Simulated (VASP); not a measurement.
Input:

```yaml
crystal:
  lattice:
    - [1.23223, -2.13428, 0.00000]
    - [1.23223, 2.13428, 0.00000]
    - [0.00000, 0.00000, 4.01808]
  atoms:
    - { symbol: Co, position: [0.33333, 0.66667, 0.25000], spin: 1.7 }
    - { symbol: Co, position: [0.66667, 0.33333, 0.75000], spin: 1.7 }
```

Computed with r2SCAN meta-GGA, VASP's PBE PAW potentials (set 64) (plane waves; VASP). Settings: 520 eV cut-off, 15×15×8 Γ-centred mesh, first-order Methfessel-Paxton smearing of 0.10 eV, potentials Co.

Q: Estimate the cell moment, energy per atom (σ→0), band gap (on the k-mesh) with the smallest direct gap where there is one.

A: 
The band gap (on the k-mesh) is none (metal, semimetal or under 0.01 eV). The cell moment is 3.37 μB. The energy per atom (σ→0) comes out as -13.205 eV/atom.

Q: Give the moment on each site (PAW-sphere projection).

A: 
| site | moment (μB) |
|---|---|
| Co1 | 1.75 |
| Co2 | 1.75 |

Total energies compare only between runs with the same potentials, cut-off and functional.

The compound is Co in the hcp structure. It was relaxed first. The start is the result of an earlier pass.
